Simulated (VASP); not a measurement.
Set up this calculation in VASP 6.6.1, as the native input.

| Quantity | Value |
| --- | --- |
| Task | relaxation of cell and atoms |
| Functional | PBE |
| Potentials or basis | VASP PAW PBE potentials, release 64 (Be, S) |
| Cutoff | 520 eV |
| k mesh | 7 × 7 × 7 |
| Occupations | gaussian, width 0.15 eV |
| Spin | no spin polarisation |
| Further INCAR settings | PREC = Normal; ALGO = Fast; EDIFF = 0.0001; IBRION = 2; EDIFFG = -0.08; NSW = 24; ISIF = 3 |

The structure of Be3S5 lies in POSCAR:

```
Be3S5
1.0
   -1.7200000000      1.7200000000     11.4000000000
    1.7200000000     -1.7200000000     11.4000000000
    1.7200000000      1.7200000000    -11.4000000000
Be S
3 5
Direct
    0.8030000000      0.8030000000      0.0000000000
    0.1970000000      0.1970000000      0.0000000000
    0.0000000000      0.0000000000      0.0000000000
    0.4470000000      0.9470000000      0.5000000000
    0.3560000000      0.8560000000      0.5000000000
    0.7500000000      0.2500000000      0.5000000000
    0.0530000000      0.5530000000      0.5000000000
    0.1440000000      0.6440000000      0.5000000000
```

The cell was built by a generator and needn't be a form met in nature.

The input as run:

INCAR

```
SYSTEM = Be3S5
PREC = Normal
ENCUT = 520
EDIFF = 1E-4
ISMEAR = 0
SIGMA = 0.15
LREAL = .FALSE.
LASPH = .TRUE.
NELM = 60
ALGO = Fast
ISIF = 3
LWAVE = .FALSE.
LCHARG = .FALSE.
GGA = PE
IBRION = 2
NSW = 24
EDIFFG = -0.08
```

KPOINTS

```
Automatic mesh
0
G
  7 7 7
  0 0 0
```

Potentials or basis: VASP PAW PBE potentials, release 64 (Be, S).

Command:

```console
$ cat potpaw_PBE.64/Be/POTCAR potpaw_PBE.64/S/POTCAR > POTCAR
$ mpirun -np 1 vasp_std > vasp.out
```

Results of the run:

```
Relaxed volume                         : 17.40 Å³/atom
Relaxed cell                           : a = 11.208 Å, b = 11.208 Å, c = 11.208 Å, α = 161.67°, β = 161.67°, γ = 26.04°
Space group after relaxing (to 0.05 Å) : I-4m2 (No. 119)
Energy gained by relaxing              : 36.5 meV/atom
Ionic steps                            : 7
Pressure after relaxing                : -0.1 GPa
Largest force after relaxing           : 0.040 eV/Å
Band gap on the k mesh                 : 0.11 eV, indirect (least direct gap 0.21 eV)
```

Caveat: an odd mesh through Γ misses points on the zone boundary, where band edges often lie.

Wall time 29 min on 1 thread of Intel(R) Xeon(R) Platinum 8259CL CPU @ 2.50GHz (Skylake/Cascade Lake), on a shared host, peak memory 0.75 GiB.
